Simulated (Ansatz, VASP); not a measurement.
**H2W2NO2 (W2N(OH)2 MXene monolayer): VASP beside Ansatz**

Wanted: the spread between two codes on one cell, functional and k mesh. The cell is taken from a series of runs on this material, whose earlier steps may have relaxed, scaled, displaced or heated it; both programs get it as it stands.

Calculated with Ansatz 0.2.0; plane waves, with VASP 6.6.1 beside it; single point at PBE with D3(BJ).

## (1) Starting point

The cell holds 7 atoms: 2 H, 2 O, 2 W and 1 N. Its edges and angles: a = 2.796 Å, b = 2.796 Å, c = 25.872 Å, α = 90.0°, β = 90.0°, γ = 120.0°. Vacuum lies along c.

As a file:

```cif
data_structure
_symmetry_space_group_name_H-M 'P 1'
_symmetry_Int_Tables_number 1
_cell_length_a 2.7959
_cell_length_b 2.7959
_cell_length_c 25.8720
_cell_angle_alpha 90.000
_cell_angle_beta 90.000
_cell_angle_gamma 120.000
_cell_volume 175.14
loop_
_atom_site_label
_atom_site_type_symbol
_atom_site_fract_x
_atom_site_fract_y
_atom_site_fract_z
_atom_site_occupancy
H1 H 0.33333 0.66667 0.34787 1
H2 H 0.66667 0.33333 0.65213 1
O3 O 0.33333 0.66667 0.38593 1
O4 O 0.66667 0.33333 0.61407 1
W5 W 0.66667 0.33333 0.44243 1
W6 W 0.33333 0.66667 0.55757 1
N7 N 0.00000 0.00000 0.50000 1
```

## (2) Ansatz: single point, PBE with D3(BJ)

Ansatz runs on its PAW soft_1 files.

With cell and atoms fixed, the geometry can't cause a difference; cores, projectors, grids and the points listed under the comparison can.

Contents of input.yaml:

```yaml
crystal:
  lattice:
    - [2.7958585466, 0.0, 0.0]
    - [-1.3979292733, 2.4212845268, 0.0]
    - [0.0, 0.0, 25.8720271519]
  atoms:
    - { symbol: H, position: [0.3333333333, 0.6666666667, 0.3478660542] }
    - { symbol: O, position: [0.3333333333, 0.6666666667, 0.3859257446] }
    - { symbol: W, position: [0.6666666667, 0.3333333333, 0.442434644] }
    - { symbol: "N", position: [0.0, 0.0, 0.5] }
    - { symbol: W, position: [0.3333333333, 0.6666666667, 0.557565356] }
    - { symbol: O, position: [0.6666666667, 0.3333333333, 0.6140742554] }
    - { symbol: H, position: [0.6666666667, 0.3333333333, 0.6521339458] }
kpoints:
  mp_grid: { grid: [18, 18, 1] }
  band_path:
    path: [[0, 0, 0], [0.5, 0, 0], [0.33333333, 0.33333333, 0], [0, 0, 0]]
    npoints: 16
hamiltonian:
  xc: pbe
  dispersion: d3bj
  pseudopotentials: { kind: paw, azcp: { folder: soft_1 } }
scf:
  occupations: { method: fermi_dirac, width: 0.02585 }
  convergence: { dr2_threshold: 1.0e-10 }
efield:
  axis: 3
  dipole_correction: true
  ramp_position: 0.97
  ramp_width: 0.06
  amplitude: 0
output:
  dos: { projected: true, e_range: [-6, 5] }
  write_potential: true
  write_density: true
  volumetric_format: npy
  elf: true
```

Launch:

```console
$ ansatz run input.yaml --threads 2 --pin off --max-ram 3072MiB --backend cpu --events-out ev --progress --plain --runs-dir out
```

Numbers of over 12 decimals in the logs are rounded to 6 here.

Log:

```text
Engine: ansatz 0.2.0, aarch64-unknown-linux-gnu
Pseudopotentials: kind: paw
Pseudopotential: H, paw, valence charge 1, recommended cutoff 420 eV (normal), soft_1/H.paw.azcp
Pseudopotential: O, paw, valence charge 6, recommended cutoff 420 eV (normal), soft_1/O.paw.azcp
Pseudopotential: W, paw, valence charge 14, recommended cutoff 420 eV (normal), soft_1/W.paw.azcp
Pseudopotential: N, paw, valence charge 5, recommended cutoff 420 eV (normal), soft_1/N.paw.azcp
Functional definition: PBE
  parameter kappa = 0.804
  parameter beta = 0.066725
  exchange = pbe_x(kappa = kappa, mu = beta*pi^2/3)
  correlation = pbe_c(beta = beta)
Crystal: 7 atoms, lattice volume = 175.142 Å³
Basis set: ecut = 420 eV, 3459 PW (Γ)
Bands: 31, of which v1, the nominal top of the filled ones, is band 24 counted from 1 (23 counted from 0)
Symmetry: 6 space group operations
k-points: 37 of 324 (time reversal used)
Non-local potential: H, projectors of the file, l = 0: 2, l = 1: 1
Non-local potential: O, projectors of the file, l = 0: 2, l = 1: 2, l = 2: 1
Non-local potential: W, projectors of the file, l = 0: 3, l = 1: 2, l = 2: 2, l = 3: 1
Non-local potential: N, projectors of the file, l = 0: 2, l = 1: 2, l = 2: 1
PAW form: soft (Blöchl's): semilocal exchange-correlation on the pseudo side does not see the compensation charge
PAW one-centre angular grid: H, 110 points (default); XC on 64 Gauss nodes
PAW one-centre angular grid: O, 110 points (default); XC on 64 Gauss nodes
PAW one-centre angular grid: W, 590 points (default); XC on 64 Gauss nodes
PAW one-centre angular grid: N, 110 points (default); XC on 64 Gauss nodes
Initial density: superposition of atomic densities (neutral atoms: chi_scale 0, normalization atom)
Initial wavefunctions: pseudopotential atomic-orbital guess
Functional: x = pbe(κ = 0.804, μ = 0.219515), c = pbe(β = 0.066725)
SCF iter   1: F=—  HF=-22326.788035 eV  |F-HF|=—  |Δ(HF+E_count)|=         —  Δρ=9.07e-2  dr2=1.86e1  ethr=3.10e-3  p=0.000 e·Å  D=1.08e-14 V/Å  ΔV_dip=-0.00 eV  dr2_dipole=1.54e-7  V_vac-E_F(+/−)=5.97/5.97 eV  ⟨swp⟩=9.3  Hψ=5995  notcnv=0
efield: sawtooth ramp at fractional position 0.9700 (set: `efield.ramp_position`, or a place that a band, a saddle search or an elastic batch's reference lends), width 0.0600; the density the first Hamiltonian is built on has a dipole p = 0.000 e·Å; the dipole correction subtracts the counter field D = 1.08e-14 V/Å, which shifts the + side's vacuum level by -0.00 eV against the − side's; the planar-averaged density in the ramp window peaks in size at 8.3e-7 e/Å³
preconditioner: auto → LDOS  [metal: Δε(μ)=0.041 eV  Ē_g=12.769 eV  σ=0.026 eV  W_gap=0.35  n_scr=18 (ndim 8)  ℏωp=15.6 eV  f_vac=0.614  D(μ)=1.96/eV (n_scr^D=10)  β→1.0]
SCF iter   2: F=—  HF=-22354.343800 eV  |F-HF|=—  |Δ(HF+E_count)|=    2.76e1  Δρ=1.81e-1  dr2=1.66e3  ethr=3.10e-3  p=0.000 e·Å  D=6.04e-5 V/Å  ΔV_dip=-0.00 eV  dr2_dipole=8.78e-5  V_vac-E_F(+/−)=-4.15/-4.15 eV  ⟨swp⟩=10.6  Hψ=6619  notcnv=0  defer=77  recentre
SCF iter   3: F=—  HF=-22324.324932 eV  |F-HF|=—  |Δ(HF+E_count)|=    3.00e1  Δρ=5.59e-2  dr2=9.57e0  ethr=3.10e-3  p=-0.000 e·Å  D=-2.78e-6 V/Å  ΔV_dip=0.00 eV  dr2_dipole=2.17e-8  V_vac-E_F(+/−)=5.54/5.54 eV  ⟨swp⟩=7.3  Hψ=6260  notcnv=0  defer=34
SCF iter   4: F=—  HF=-22322.703260 eV  |F-HF|=—  |Δ(HF+E_count)|=    1.62e0  Δρ=1.62e-2  dr2=2.15e0  ethr=3.10e-3  p=-0.000 e·Å  D=-1.44e-4 V/Å  ΔV_dip=0.00 eV  dr2_dipole=1.57e-8  V_vac-E_F(+/−)=9.33/9.36 eV  ⟨swp⟩=4.5  Hψ=2604  notcnv=0  defer=58
SCF iter   5: F=—  HF=-22322.530219 eV  |F-HF|=—  |Δ(HF+E_count)|=   1.73e-1  Δρ=4.02e-3  dr2=1.11e0  ethr=3.10e-3  p=-0.000 e·Å  D=-1.77e-4 V/Å  ΔV_dip=0.00 eV  dr2_dipole=4.64e-8  V_vac-E_F(+/−)=10.06/10.11 eV  ⟨swp⟩=3.4  Hψ=2020  notcnv=0  defer=60
SCF iter   6: F=—  HF=-22322.428244 eV  |F-HF|=—  |Δ(HF+E_count)|=   1.02e-1  Δρ=3.06e-3  dr2=9.53e-1  ethr=2.35e-3  p=-0.000 e·Å  D=-1.51e-4 V/Å  ΔV_dip=0.00 eV  dr2_dipole=3.80e-8  V_vac-E_F(+/−)=9.12/9.16 eV  ⟨swp⟩=1.4  Hψ=1167  notcnv=0  defer=59
SCF iter   7: F=—  HF=-22322.328504 eV  |F-HF|=—  |Δ(HF+E_count)|=   9.97e-2  Δρ=2.38e-3  dr2=7.20e-1  ethr=2.03e-3  p=-0.000 e·Å  D=-1.38e-4 V/Å  ΔV_dip=0.00 eV  dr2_dipole=6.98e-8  V_vac-E_F(+/−)=8.15/8.19 eV  ⟨swp⟩=2.2  Hψ=1191  notcnv=0  defer=60
SCF iter   8: F=—  HF=-22322.170771 eV  |F-HF|=—  |Δ(HF+E_count)|=   1.58e-1  Δρ=1.86e-3  dr2=1.31e-1  ethr=1.53e-3  p=-0.000 e·Å  D=-8.12e-5 V/Å  ΔV_dip=0.00 eV  dr2_dipole=1.18e-7  V_vac-E_F(+/−)=5.92/5.94 eV  ⟨swp⟩=3.5  Hψ=1474  notcnv=1  defer=58
SCF iter   9: F=—  HF=-22322.243552 eV  |F-HF|=—  |Δ(HF+E_count)|=   7.28e-2  Δρ=1.64e-3  dr2=4.12e-1  ethr=2.79e-4  p=-0.000 e·Å  D=-1.16e-4 V/Å  ΔV_dip=0.00 eV  dr2_dipole=4.85e-7  V_vac-E_F(+/−)=7.15/7.19 eV  ⟨swp⟩=3.5  Hψ=1584  notcnv=0  defer=56  recentre
SCF iter  10: F=—  HF=-22322.134409 eV  |F-HF|=—  |Δ(HF+E_count)|=   1.09e-1  Δρ=1.91e-3  dr2=6.73e-2  ethr=2.79e-4  p=-0.000 e·Å  D=-4.41e-5 V/Å  ΔV_dip=0.00 eV  dr2_dipole=8.99e-9  V_vac-E_F(+/−)=4.92/4.95 eV  ⟨swp⟩=4.5  Hψ=1801  notcnv=0  defer=53
SCF iter  11: F=—  HF=-22322.104891 eV  |F-HF|=—  |Δ(HF+E_count)|=   2.95e-2  Δρ=2.01e-3  dr2=2.23e-2  ethr=1.43e-4  p=0.000 e·Å  D=2.72e-5 V/Å  ΔV_dip=-0.00 eV  dr2_dipole=2.81e-7  V_vac-E_F(+/−)=2.53/2.54 eV  ⟨swp⟩=4.4  Hψ=2001  notcnv=0  defer=49
SCF iter  12: F=—  HF=-22322.107138 eV  |F-HF|=—  |Δ(HF+E_count)|=   2.25e-3  Δρ=4.04e-4  dr2=2.94e-3  ethr=4.74e-5  p=-0.000 e·Å  D=-2.11e-5 V/Å  ΔV_dip=0.00 eV  dr2_dipole=6.00e-8  V_vac-E_F(+/−)=2.85/2.85 eV  ⟨swp⟩=4.0  Hψ=1546  notcnv=0  defer=49
SCF iter  13: F=—  HF=-22322.107755 eV  |F-HF|=—  |Δ(HF+E_count)|=   6.17e-4  Δρ=3.91e-4  dr2=4.97e-3  ethr=6.25e-6  p=-0.000 e·Å  D=-7.04e-6 V/Å  ΔV_dip=0.00 eV  dr2_dipole=8.41e-10  V_vac-E_F(+/−)=2.63/2.63 eV  ⟨swp⟩=3.0  Hψ=1702  notcnv=0  defer=50
SCF iter  14: F=—  HF=-22322.107669 eV  |F-HF|=—  |Δ(HF+E_count)|=   8.56e-5  Δρ=1.66e-4  dr2=7.91e-4  ethr=6.25e-6  p=-0.000 e·Å  D=-3.84e-6 V/Å  ΔV_dip=0.00 eV  dr2_dipole=8.83e-11  V_vac-E_F(+/−)=2.65/2.65 eV  ⟨swp⟩=1.7  Hψ=1171  notcnv=0  defer=51
SCF iter  15: F=—  HF=-22322.107664 eV  |F-HF|=—  |Δ(HF+E_count)|=   4.88e-6  Δρ=3.03e-5  dr2=2.59e-5  ethr=1.68e-6  p=-0.000 e·Å  D=-2.43e-6 V/Å  ΔV_dip=0.00 eV  dr2_dipole=1.08e-13  V_vac-E_F(+/−)=2.66/2.66 eV  ⟨swp⟩=1.9  Hψ=1202  notcnv=0  defer=51
SCF iter  16: F=—  HF=-22322.107671 eV  |F-HF|=—  |Δ(HF+E_count)|=   6.46e-6  Δρ=8.48e-6  dr2=2.35e-7  ethr=5.51e-8  p=-0.000 e·Å  D=-1.76e-6 V/Å  ΔV_dip=0.00 eV  dr2_dipole=2.59e-12  V_vac-E_F(+/−)=2.67/2.67 eV  ⟨swp⟩=2.3  Hψ=1540  notcnv=0  defer=50
SCF iter  17: F=—  HF=-22322.107717 eV  |F-HF|=—  |Δ(HF+E_count)|=   4.62e-5  Δρ=4.47e-6  dr2=6.23e-7  ethr=4.99e-10  p=-0.000 e·Å  D=-1.16e-6 V/Å  ΔV_dip=0.00 eV  dr2_dipole=7.70e-12  V_vac-E_F(+/−)=2.67/2.67 eV  ⟨swp⟩=2.8  Hψ=1907  notcnv=0  defer=50
SCF iter  18: F=—  HF=-22322.107717 eV  |F-HF|=—  |Δ(HF+E_count)|=   2.75e-9  Δρ=2.23e-6  dr2=7.20e-8  ethr=4.99e-10  p=-0.000 e·Å  D=-6.73e-7 V/Å  ΔV_dip=0.00 eV  dr2_dipole=2.87e-12  V_vac-E_F(+/−)=2.67/2.67 eV  ⟨swp⟩=2.0  Hψ=1313  notcnv=0  defer=50
SCF iter  19: F=—  HF=-22322.107717 eV  |F-HF|=—  |Δ(HF+E_count)|=   2.61e-9  Δρ=3.18e-7  dr2=2.00e-10  ethr=1.53e-10  p=-0.000 e·Å  D=-5.18e-7 V/Å  ΔV_dip=0.00 eV  dr2_dipole=1.59e-12  V_vac-E_F(+/−)=2.67/2.67 eV  ⟨swp⟩=1.2  Hψ=1119  notcnv=0  defer=50
SCF iter  20: F=-22322.107717 eV  HF=-22322.107717 eV  |F-HF|=5.09e-11  |Δ(HF+E_count)|=  3.57e-10  Δρ=1.16e-7  dr2=3.63e-11  ethr=1.00e-12  p=-0.000 e·Å  D=-3.30e-7 V/Å  ΔV_dip=0.00 eV  dr2_dipole=5.32e-13  V_vac-E_F(+/−)=2.67/2.67 eV  ⟨swp⟩=13.7  Hψ=4995  notcnv=0
SCF 1 converged in 20 iterations: F = -22322.107717 eV  dr2 = 3.63e-11
  greatest PAW one-centre occupation: 0.999 electrons in one spin orbital (limit 2), on the W atom at site 2 (counted from 0), in its partial waves of l = 0
NSCF: frozen V_eff on 49 k-points
efield: sawtooth ramp at fractional position 0.9700 (kept from the solve that this one continues, or follows in the run), width 0.0600; the density the first Hamiltonian is built on has a dipole p = -0.000 e·Å; the dipole correction subtracts the counter field D = -3.30e-7 V/Å, which shifts the + side's vacuum level by +0.00 eV against the − side's; the planar-averaged density in the ramp window peaks in size at 2.1e-6 e/Å³
WARN: The output density's exchange-correlation potential varies sharply where the density is thin. Do not read a vacuum level from v_tot or v_xc, or from such a field of the output density. On a cell that repeats whose density bears no net charge and no dipole along the vacuum's axis use v_es (v_loc + v_h of the components); under efield.dipole_correction with no amplitude use v_es + v_field, which holds any externa [...]
SCF converged after 20 iterations
Free energy (F): -22322.107717 eV
Harris-Foulkes:  -22322.107717 eV  (|F-HF|=5.09e-11)
Internal energy: -22322.101768 eV  (E = F + TS)
E sigma→0 (E₀):  -22322.104742 eV
Entropy (-TS):   -0.005949 eV (-0.850 meV/atom)
Fermi energy:    4.044804 eV
Dipole field:    D = 0.000001 V/Å  (p = 0.000001 e·Å, saw-weighted, corrected)
Work function:   Φ+ = 2.6658 eV   Φ− = 2.6658 eV
Levels:          The Fermi level and band energies are counted from a zero that moves with the ramp; work functions are not
--- Per-component energies (eV) ---
  E_band       = -862.395892
  E_kinetic    = 1342.898892
  E_local      = -67991.293662  (includes V_loc(G=0)·N_el)
  E_nonlocal   = 91.869462
  E_hartree    = 33434.740393
  E_xc         = -754.493752
  E_vxc        = -742.339498  (∫ρ·V_xc dr)
  E_paw        = -17610.828369  (= ΣΔE_a)
  E_vpaw       = -433.011394  (= ΣTr[D̂ρ^β])
  E_aug_tail   = 0.000685  (compensation charges beyond the density's cutoff)
  E_efield     = 0.000000  (sawtooth field / dipole correction)
  E_vefield    = 0.000000  (∫n·V_field dr)
  E_ewald      = 29166.476846
  E_disp       = -1.472263  (pairwise vdW)
  E_smearing   = -0.005949  (= −TS)
  E_closure    = 0.000000  (closes the sum)
  Σ components = -22322.107717   (vs F -22322.107717, Δ=0.00e0)
--- Band table (eV; the first three rows and the last of 37) ---
  k-point 0: bands = [... 20 lower, 0.4161, 2.1567, 2.7477, 2.7477, 3.7786, 3.8165, 3.9017, 3.9017, ... 3 higher]
  k-point 1: bands = [... 20 lower, 0.3508, 2.1212, 2.6919, 2.8337, 3.7718, 3.8603, 3.9012, 3.9679, ... 3 higher]
  k-point 2: bands = [... 20 lower, 0.1902, 1.8936, 2.6730, 3.0936, 3.5060, 4.0218, 4.1457, 4.1644, ... 3 higher]
  k-point 36: bands = [... 20 lower, 2.8484, 3.3534, 3.3534, 3.7297, 5.5223, 5.5223, 6.8507, 6.8507, ... 3 higher]
```

(Continued in part 2 of 2.)

[Lines on the potential files, build, host, timing and source positions are cut from VASP's logs without a mark.]

[Logs are printed without paths, hosts, clocks, repeated set-up lines and the standing remarks that a program may print on its own settings, such as how far it seeks lower states.]

[Hosts, paths, dates, database ids (printed as entryN), source tags and the programs' standing remarks are cut or masked in the printed files.]
